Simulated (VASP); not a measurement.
Data:

```
CELL_PARAMETERS angstrom
     -2.77881     2.77881     2.77881
      2.77881    -2.77881     2.77881
      2.77881     2.77881    -2.77881
ATOMIC_POSITIONS crystal
  Rb 0.00000 0.00000 0.00000
```

These are vdW-DF2, VASP's PBE PAW potentials (set 64) (plane waves; VASP) values and carry that method's errors. Settings: 520 eV cut-off, Gaussian smearing of 0.050 eV, potentials Rb_sv.

Question: Give the energies of bands 5 to 7 at the high-symmetry points, in eV from the Fermi level.

Answer: 
```tsv
band	Γ	H	N	P
5	-2.09	1.21	0.13	1.36
6	3.49	1.21	0.95	1.36
7	3.49	3.44	2.46	1.36
```

It has no gap at this level: it comes out as a metal or semimetal.

The compound is Rb in the bcc structure. It was relaxed first.
